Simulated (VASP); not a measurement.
## Be12Ga: single point with PBE

Be12Ga, a slab with vacuum:

```xyz
13
Lattice="4.5800 0.0000 0.0000 2.2900 3.9664 0.0000 0.0000 0.0000 14.5884" Properties=species:S:1:pos:R:3 pbc="T T T"
Be    0.0000    0.0000    1.0000
Be    2.2900    0.0000    1.0000
Be    1.1450    1.9832    1.0000
Be    3.4350    1.9832    1.0000
Be   -0.0002    1.3220    2.8315
Be    2.2901    1.3148    2.8248
Be    1.1385    3.3092    2.8251
Be    3.4415    3.3091    2.8255
Be    0.0002    0.0086    4.6302
Be    2.2901    0.0009    4.7287
Be    1.1376    1.9802    4.6288
Be    3.4421    1.9801    4.6300
Ga    2.2840    2.6446    6.8574
```

The cell was built by a generator and needn't be a form met in nature.

```
Program                : VASP 6.6.1
Task                   : single point
Functional             : PBE
Potentials or basis    : VASP PAW PBE potentials, release 64 (Be, Ga_d)
Cutoff                 : 520 eV
k mesh                 : 6 × 6 × 1
Occupations            : fermi-dirac, width 0.1 eV
Spin                   : no spin polarisation
Dipole correction      : no
Further INCAR settings : ALGO = Fast; EDIFF = 1e-06; NBANDS = 30
```

```
Largest force          : 0.108 eV/Å
Band gap on the k mesh : none (metal or under the smearing width)
```

Forces on the atoms (eV/Å):
```
Be   0.001  0.107 -0.009
Be  -0.001  0.000  0.007
Be  -0.093 -0.053 -0.010
Be   0.093 -0.053 -0.009
Be   0.000  0.002 -0.002
Be   0.000  0.001  0.003
Be   0.001  0.001 -0.001
Be   0.000  0.001 -0.001
Be  -0.001  0.004  0.001
Be   0.000  0.000  0.003
Be   0.002 -0.005  0.005
Be   0.000 -0.003  0.005
Ga   0.000 -0.001  0.006
```

Levels at points of the mesh, in eV from the Fermi level:
| k point | band 14 | band 15 | band 16 | band 17 | band 18 | band 19 | band 20 | band 21 | band 22 | band 23 |
| --- | --- | --- | --- | --- | --- | --- | --- | --- | --- | --- |
| (0.00, 0.00, 0.00) | -2.02 | -2.02 | -1.77 | -1.77 | -1.77 | -1.29 | 2.12 | 2.13 | 2.25 | 3.10 |
| (0.50, 0.00, 0.00) | -2.29 | -2.26 | -1.52 | -0.37 | 0.14 | 0.27 | 0.46 | 2.44 | 2.56 | 3.37 |
| (0.50, 0.50, 0.00) | -2.30 | -2.26 | -1.52 | -0.37 | 0.14 | 0.27 | 0.46 | 2.43 | 2.56 | 3.37 |
| (0.00, 0.50, 0.00) | -2.29 | -2.26 | -1.52 | -0.37 | 0.14 | 0.27 | 0.46 | 2.44 | 2.56 | 3.37 |

Wall time 2.7 min on 1 thread of AMD EPYC 9R45 (Zen 5) (shared host), peak memory 0.38 GiB.
